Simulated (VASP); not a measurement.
# SnSe (Pnma) in VASP: notebook, part 2 of 2

VASP 6.6.1.

## (3) Band structure, PBE

POSCAR reads:

```
SnSe                                    
1.0
   11.7897908053      0.0000000000      0.0000000000
    0.0000000000      4.2057650536      0.0000000000
    0.0000000000      0.0000000000      4.5696738865
  Sn              Se            
     4     4
Direct
     0.6209047467120319    0.7500000000000000    0.3837193767314533
     0.8790952532879681    0.2500000000000000    0.8837193767314533
     0.3790952532879681    0.2500000000000000    0.6162806232685467
     0.1209047467120319    0.7500000000000000    0.1162806232685467
     0.1453676270263844    0.2500000000000000    0.5236582217708790
     0.6453676270263844    0.2500000000000000    0.9763417782291210
     0.3546323729736157    0.7500000000000000    0.0236582217708790
     0.8546323729736156    0.7500000000000000    0.4763417782291210
```

INCAR.step1 reads:

```
SYSTEM = SnSe
PREC     = Accurate       ! precision mode
ENCUT    = 600            ! plane-wave cutoff, eV
EDIFF    = 1E-6           ! SCF threshold, eV
ISMEAR   = 0              ! smearing method
SIGMA    = 0.02           ! smearing width, eV
LREAL    = .FALSE.        ! projectors in reciprocal space
LASPH    = .TRUE.         ! aspherical terms in the spheres
NELM     = 120            ! most SCF steps
ALGO     = Fast           ! electronic algorithm
ISIF     = 2              ! what is computed and relaxed
LWAVE    = .FALSE.        ! write WAVECAR
LCHARG   = .TRUE.         ! write CHGCAR
GGA      = PE             ! functional
NBANDS   = 50             ! bands
KPAR     = 4
```

KPOINTS.step1 reads:

```
regular mesh
0
G
  4 8 8
  0 0 0
```

INCAR.step2 reads:

```
SYSTEM = SnSe
PREC     = Accurate       ! precision mode
ENCUT    = 600            ! plane-wave cutoff, eV
EDIFF    = 1E-6           ! SCF threshold, eV
ISMEAR   = 0              ! smearing method
SIGMA    = 0.05           ! smearing width, eV
LREAL    = .FALSE.        ! projectors in reciprocal space
LASPH    = .TRUE.         ! aspherical terms in the spheres
NELM     = 120            ! most SCF steps
ALGO     = Fast           ! electronic algorithm
ISIF     = 2              ! what is computed and relaxed
LWAVE    = .FALSE.        ! write WAVECAR
LCHARG   = .FALSE.        ! write CHGCAR
GGA      = PE             ! functional
NBANDS   = 50             ! bands
KPAR     = 4            
ICHARG   = 11             ! starting density
```

KPOINTS.step2 reads:

```
path GXSYGZURTZ,YT,UX,SR
15
line-mode
reciprocal
 0.0000000000  0.0000000000  0.0000000000  G
 0.0000000000  0.5000000000  0.0000000000  X

 0.0000000000  0.5000000000  0.0000000000  X
 0.0000000000  0.5000000000  0.5000000000  S

 0.0000000000  0.5000000000  0.5000000000  S
 0.0000000000  0.0000000000  0.5000000000  Y

 0.0000000000  0.0000000000  0.5000000000  Y
 0.0000000000  0.0000000000  0.0000000000  G

 0.0000000000  0.0000000000  0.0000000000  G
 0.5000000000  0.0000000000  0.0000000000  Z

 0.5000000000  0.0000000000  0.0000000000  Z
 0.5000000000  0.5000000000  0.0000000000  U

 0.5000000000  0.5000000000  0.0000000000  U
 0.5000000000  0.5000000000  0.5000000000  R

 0.5000000000  0.5000000000  0.5000000000  R
 0.5000000000  0.0000000000  0.5000000000  T

 0.5000000000  0.0000000000  0.5000000000  T
 0.5000000000  0.0000000000  0.0000000000  Z

 0.0000000000  0.0000000000  0.5000000000  Y
 0.5000000000  0.0000000000  0.5000000000  T

 0.5000000000  0.5000000000  0.0000000000  U
 0.0000000000  0.5000000000  0.0000000000  X

 0.0000000000  0.5000000000  0.5000000000  S
 0.5000000000  0.5000000000  0.5000000000  R
```

Potentials or basis: VASP PAW PBE potentials, release 64 (Sn_d, Se).

Launch:

```sh
cat potpaw_PBE.64/Sn_d/POTCAR potpaw_PBE.64/Se/POTCAR > POTCAR
cp INCAR.step1 INCAR
cp KPOINTS.step1 KPOINTS
mpirun -np 4 vasp_std > vasp.out
cp INCAR.step2 INCAR
cp KPOINTS.step2 KPOINTS
mpirun -np 4 vasp_std > vasp.out
```

OUTCAR:

```text
SYSTEM = SnSe
   PREC = Accurate
   ENCUT = 600
   EDIFF = 1E-6
   ISMEAR = 0
   LREAL = .FALSE.
   LASPH = .TRUE.
   NELM = 120
   ISIF = 2
   GGA = PE
   ICHARG = 11

 ion  position               nearest neighbor table
   1  0.621  0.750  0.384-   8 2.79   6 2.82   6 2.82   3 3.70   3 3.70
   2  0.879  0.250  0.884-   6 2.79   8 2.82   8 2.82   4 3.70   4 3.70
   3  0.379  0.250  0.616-   5 2.79   7 2.82   7 2.82   1 3.70   1 3.70
   4  0.121  0.750  0.116-   7 2.79   5 2.82   5 2.82   2 3.70   2 3.70
   5  0.145  0.250  0.524-   3 2.79   4 2.82   4 2.82
   6  0.645  0.250  0.976-   2 2.79   1 2.82   1 2.82
   7  0.355  0.750  0.024-   4 2.79   3 2.82   3 2.82
   8  0.855  0.750  0.476-   1 2.79   2 2.82   2 2.82
[... 1486 lines left out ...]
  in kB      -23.4457036     14.1839530      3.4718004      0.0000000     -0.0000000      0.0000000
  external PRESSURE =      -1.9299834 kB  Pullay stress =       0.0000000 kB

 VOLUME and BASIS-vectors are now :
 -----------------------------------------------------------------------------
  energy-cutoff  :      600.00
  volume of cell :      226.59
      direct lattice vectors                 reciprocal lattice vectors
    11.789790805  0.000000000  0.000000000     0.084819147  0.000000000  0.000000000
     0.000000000  4.205765054  0.000000000     0.000000000  0.237768869  0.000000000
     0.000000000  0.000000000  4.569673887     0.000000000  0.000000000  0.218833997

 POSITION                                       TOTAL-FORCE (eV/Angst)
 -----------------------------------------------------------------------------------
      7.32034      3.15432      1.75347         0.093151      0.000000     -0.147340
     10.36435      1.05144      4.03831        -0.093151      0.000000     -0.147340
      4.46945      1.05144      2.81620        -0.093151      0.000000      0.147340
      1.42544      3.15432      0.53136         0.093151      0.000000      0.147340
      1.71385      1.05144      2.39295         0.169396     -0.000000     -0.178957
      7.60875      1.05144      4.46156         0.169396      0.000000      0.178957
      4.18104      3.15432      0.10811        -0.169396     -0.000000     -0.178957
     10.07594      3.15432      2.17673        -0.169396     -0.000000      0.178957
 -----------------------------------------------------------------------------------
    total drift:                                0.000000      0.000000     -0.000000

  FREE ENERGIE OF THE ION-ELECTRON SYSTEM (eV)
  ---------------------------------------------------
  free  energy   TOTEN  =       -32.4628250357 eV

  energy  without entropy=      -32.4628250357  energy(sigma->0) =      -32.46282504
```

OSZICAR.step1:

```text
N       E                     dE             d eps       ncg     rms          rms(c)
DAV:   1     0.909815731504E+03    0.90982E+03   -0.39402E+04  8016   0.220E+03
DAV:   2     0.128676571042E+03   -0.78114E+03   -0.75543E+03  7500   0.625E+02
DAV:   3    -0.220459588832E+02   -0.15072E+03   -0.14272E+03  8880   0.211E+02
DAV:   4    -0.333071160264E+02   -0.11261E+02   -0.11034E+02  8848   0.567E+01
DAV:   5    -0.336897776286E+02   -0.38266E+00   -0.38073E+00  8852   0.111E+01    0.622E+00
RMM:   6    -0.328834952362E+02    0.80628E+00   -0.13463E+00  9229   0.423E+00    0.371E+00
RMM:   7    -0.328973503327E+02   -0.13855E-01   -0.85321E-01  9926   0.268E+00    0.158E+00
RMM:   8    -0.328892595968E+02    0.80907E-02   -0.11561E-01  9502   0.187E+00    0.280E-01
RMM:   9    -0.328872436746E+02    0.20159E-02   -0.42136E-02 10711   0.979E-01    0.174E-01
RMM:  10    -0.328878236777E+02   -0.58000E-03   -0.95078E-03 12888   0.469E-01    0.186E-01
RMM:  11    -0.328879586343E+02   -0.13496E-03   -0.64522E-04 12804   0.115E-01    0.158E-01
RMM:  12    -0.328877345767E+02    0.22406E-03   -0.15254E-03 10176   0.167E-01    0.495E-02
RMM:  13    -0.328877432251E+02   -0.86484E-05   -0.17304E-04 11074   0.620E-02    0.473E-02
RMM:  14    -0.328877293199E+02    0.13905E-04   -0.34283E-05 10452   0.250E-02    0.274E-02
RMM:  15    -0.328877187696E+02    0.10550E-04   -0.26400E-05  9050   0.200E-02    0.367E-03
RMM:  16    -0.328877190926E+02   -0.32301E-06   -0.69369E-06  8886   0.116E-02
   1 F= -.32887719E+02 E0= -.32887719E+02  d E =-.540073E-15
```

Wall time 10 min (4 MPI ranks of Intel Xeon Platinum 8488C (Sapphire Rapids), shared host); peak memory 1.7 GiB.

Results:

* Band gap on the k mesh: 0.70 eV, indirect (least direct gap 0.95 eV)
* Band gap along the path: 0.63 eV, indirect (least direct gap 0.88 eV)

Levels at the corners of the path, in eV from the valence-band top:
| point | band 38 | band 39 | band 40 | band 41 | band 42 | band 43 |
| --- | --- | --- | --- | --- | --- | --- |
| Γ | -1.11 | -0.63 | -0.44 | 0.81 | 2.76 | 2.96 |
| X | -0.90 | -0.83 | -0.83 | 1.13 | 1.13 | 1.22 |
| X | -0.90 | -0.83 | -0.83 | 1.13 | 1.13 | 1.22 |
| S | -2.12 | -1.27 | -1.27 | 2.62 | 2.62 | 3.02 |
| S | -2.12 | -1.27 | -1.27 | 2.62 | 2.62 | 3.02 |
| Y | -0.75 | -0.23 | -0.23 | 1.26 | 1.26 | 1.64 |
| Y | -0.75 | -0.23 | -0.23 | 1.26 | 1.26 | 1.64 |
| Γ | -1.11 | -0.63 | -0.44 | 0.81 | 2.76 | 2.96 |
| Γ | -1.11 | -0.63 | -0.44 | 0.81 | 2.76 | 2.96 |
| Z | -1.70 | -0.49 | -0.49 | 2.49 | 2.49 | 2.67 |
| Z | -1.70 | -0.49 | -0.49 | 2.49 | 2.49 | 2.67 |
| U | -0.98 | -0.98 | -0.98 | 1.41 | 1.41 | 1.41 |
| U | -0.98 | -0.98 | -0.98 | 1.41 | 1.41 | 1.41 |
| R | -1.44 | -1.44 | -1.44 | 2.54 | 2.54 | 2.54 |
| R | -1.44 | -1.44 | -1.44 | 2.54 | 2.54 | 2.54 |
| T | -0.45 | -0.26 | -0.26 | 1.26 | 1.26 | 1.69 |
| T | -0.45 | -0.26 | -0.26 | 1.26 | 1.26 | 1.69 |
| Z | -1.70 | -0.49 | -0.49 | 2.49 | 2.49 | 2.67 |
| Y | -0.75 | -0.23 | -0.23 | 1.26 | 1.26 | 1.64 |
| T | -0.45 | -0.26 | -0.26 | 1.26 | 1.26 | 1.69 |
| U | -0.98 | -0.98 | -0.98 | 1.41 | 1.41 | 1.41 |
| X | -0.90 | -0.83 | -0.83 | 1.13 | 1.13 | 1.22 |
| S | -2.12 | -1.27 | -1.27 | 2.62 | 2.62 | 3.02 |
| R | -1.44 | -1.44 | -1.44 | 2.54 | 2.54 | 2.54 |

Caveat: the log is that of the step along the path at fixed density, whose energy, stress, charges and moments have no meaning; spin-orbit coupling is left out, which moves the levels of the heavy elements; this functional lacks dispersion, which binds the layers, so the pressure and a relaxed spacing across them are unreliable.

## (4) Comparison with measurements

Step 2. Against the measured gap of SnSe, 0.89 eV (indirect; 300 K; “Linear dichroism of the optical properties of SnS and SnSe van der Waals crystals”, 2024, arxiv:2409.17412), the calculated 0.63 eV is off by -0.26 eV. 2 values of this kind are on record (0.89 to 0.99 eV); this one was drawn at random. Spin-orbit coupling on Se, Sn is left out. The value is that of PBE, without temperature or zero-point motion. Semilocal functionals fall short of measured gaps as a rule. The cell is a database's relaxed one, not the measured one, which moves gaps too.

Step 3. A measured gap of SnSe is 0.99 eV (indirect; 20 K; “Linear dichroism of the optical properties of SnS and SnSe van der Waals crystals”, 2024, arxiv:2409.17412); the calculated 0.63 eV misses it by -0.36 eV. 2 values of this kind are on record (0.89 to 0.99 eV); this one was drawn at random. Spin-orbit coupling on Se, Sn is left out. The value is that of PBE, without temperature or zero-point motion. Semilocal functionals fall short of measured gaps as a rule. The cell is a database's relaxed one, not the measured one, which moves gaps too.
